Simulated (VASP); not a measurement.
All values below come from PBEsol GGA, VASP's PBE PAW potentials (set 64) (plane waves; VASP).

VASP input:

**POSCAR**
```
Cd
1
    1.4764355946    -2.5572618312     0.0000000000
    1.4764355946     2.5572618312     0.0000000000
    0.0000000000     0.0000000000     5.1562862378
Cd
2
Direct
  0.3333330000   0.6666670000   0.2500000000
  0.6666670000   0.3333330000   0.7500000000
```

### INCAR
```
SYSTEM  =  Cd
PREC  =  Accurate; ENCUT  =  500; LREAL  =  .FALSE.
LASPH  =  .TRUE.
EDIFF  =  1E-6; NELM  =  100; ALGO  =  Normal
LMAXMIX  =  4
ISMEAR  =  1; SIGMA  =  0.1
GGA  =  PS
IBRION  =  2; NSW  =  40; ISIF  =  3
EDIFFG  =  -0.02; PSTRESS  =  100
LWAVE  =  .FALSE.; LCHARG  =  .FALSE.
```

### KPOINTS
```
kpoints
0
gamma
14 14 7
```

POTCAR, in this order: Cd (PBE.64 set). Program: vasp_std.

Energy and stress use the plane-wave basis of the starting cell.

Predict the energy per atom (σ→0), volume per atom, band gap (on the k-mesh).

```
Quantity                                                     Value
------------------------  ----------------------------------------
energy per atom (σ→0)                               -1.133 eV/atom
band gap (on the k-mesh)  none (metal, semimetal or under 0.01 eV)
volume per atom                                      18.53 Å³/atom
```

OSZICAR:
```
...
   7 F= 0.46690374E-01 E0= 0.46738769E-01  d E =-.428043E-03
       N       E                     dE             d eps       ncg     rms          rms(c)
DAV:   1    -0.226693877419E+01   -0.12246E-02   -0.30299E-02  3240   0.162E+00    0.131E-01
DAV:   2    -0.226649251418E+01    0.44626E-03   -0.33439E-04  3272   0.279E-01    0.721E-02
DAV:   3    -0.226629238240E+01    0.20013E-03   -0.30277E-04  3384   0.187E-01    0.231E-02
DAV:   4    -0.226629269110E+01   -0.30870E-06   -0.31785E-05  3464   0.739E-02    0.128E-02
DAV:   5    -0.226629259988E+01    0.91223E-07   -0.84262E-07  1848   0.137E-02
   8 F= 0.46661277E-01 E0= 0.46720353E-01  d E =-.457141E-03
```

The compound is Cd in the hcp structure. This run relaxes it under an external pressure of 10 GPa. Symmetry was kept, so distortions that lower it aren't found.
